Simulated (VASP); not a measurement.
Level of theory: optB86b-vdW, VASP's PBE PAW potentials (set 64) (plane waves; VASP).

VASP input:

### POSCAR
```
Ba
4.2486310
 -0.5773502146   0.5773502146   0.5773502146
  0.5773502146  -0.5773502146   0.5773502146
  0.5773502146   0.5773502146  -0.5773502146
Ba
1
direct
  0.0000000000   0.0000000000   0.0000000000
```

### INCAR
```
SYSTEM = Ba
PREC = Accurate
ENCUT = 520
EDIFF = 1E-7
NELM = 100
ALGO = Normal
LREAL = .FALSE.
LASPH = .TRUE.
ISMEAR = -5
GGA = MK
PARAM1 = 0.1234
PARAM2 = 1.0
LUSE_VDW = .TRUE.
AGGAC = 0.0
LMAXMIX = 4
LWAVE = .FALSE.
LCHARG = .TRUE.
LORBIT = 11
NEDOS = 601
ISIF = 2
```

File KPOINTS:
```
Automatic mesh
0
Gamma
12 12 12
0 0 0
```

POTCAR, in this order: Ba_sv (PBE.64 set). Program: vasp_std.

Output of the run:

### OSZICAR
```
       N       E                     dE             d eps       ncg     rms          rms(c)
DAV:   1     0.598643574322E+02    0.59864E+02   -0.44082E+03  1296   0.923E+02
DAV:   2     0.255317665767E+01   -0.57311E+02   -0.56621E+02  1551   0.152E+02
DAV:   3     0.247858847938E+00   -0.23053E+01   -0.22961E+01  1681   0.356E+01
DAV:   4     0.195553175813E+00   -0.52306E-01   -0.52448E-01  2019   0.454E+00
DAV:   5     0.194890159419E+00   -0.66302E-03   -0.66482E-03  1749   0.322E-01    0.179E+00
DAV:   6     0.195161926853E+00    0.27177E-03   -0.33192E-03  1800   0.692E-01    0.107E+00
DAV:   7     0.193178992932E+00   -0.19829E-02   -0.97341E-03  1449   0.124E+00    0.572E-02
DAV:   8     0.192698384084E+00   -0.48061E-03   -0.65328E-04  1726   0.242E-01    0.357E-02
DAV:   9     0.192687024788E+00   -0.11359E-04   -0.18596E-05  1983   0.345E-02    0.546E-03
DAV:  10     0.192683712554E+00   -0.33122E-05   -0.36694E-06  1780   0.187E-02    0.211E-03
DAV:  11     0.192682000248E+00   -0.17123E-05   -0.41189E-07  1654   0.615E-03    0.930E-04
DAV:  12     0.192682137291E+00    0.13704E-06   -0.96857E-08  1256   0.396E-03    0.166E-04
DAV:  13     0.192682149059E+00    0.11769E-07   -0.32380E-09   828   0.438E-04
   1 F= 0.19268215E+00 E0= 0.19268215E+00  d E =0.000000E+00
```

### OUTCAR
```
------------------------ aborting loop because EDIFF is reached ----------------------------------------
  FORCE on cell =-STRESS in cart. coord.  units (eV):
  Direction    XX          YY          ZZ          XY          YZ          ZX
  --------------------------------------------------------------------------------------
  Total        0.0109722      0.0109722      0.0109722      0.0000000      0.0000000      0.0000000
  in kB        0.2977685      0.2977685      0.2977685      0.0000000      0.0000000      0.0000000
  external PRESSURE =       0.2977685 kB  Pullay stress =       0.0000000 kB
  volume of cell :       59.04
      direct lattice vectors                 reciprocal lattice vectors
    -2.452948020  2.452948020  2.452948020     0.000000000  0.203836362  0.203836362
     2.452948020 -2.452948020  2.452948020     0.203836362  0.000000000  0.203836362
     2.452948020  2.452948020 -2.452948020     0.203836362  0.203836362  0.000000000
 POSITION                                       TOTAL-FORCE (eV/Angst)
 -----------------------------------------------------------------------------------
      0.00000      0.00000      0.00000        -0.000000      0.000000     -0.000000
 -----------------------------------------------------------------------------------
    total drift:                                0.000000      0.000000     -0.000000
  FREE ENERGIE OF THE ION-ELECTRON SYSTEM (eV)
  ---------------------------------------------------
  free  energy   TOTEN  =         0.1926821491 eV

  energy  without entropy=        0.1926821491  energy(sigma->0) =        0.19268215

 total charge

# of ion       s       p       d       tot
------------------------------------------
    1        2.074   5.534   0.298   7.907
```
(Selected blocks of OUTCAR.)

For a metal the tetrahedron method with Blöchl corrections gives inexact stress and forces.

The compound is Ba in the bcc structure. It was relaxed first, which changed the volume by -7 %.
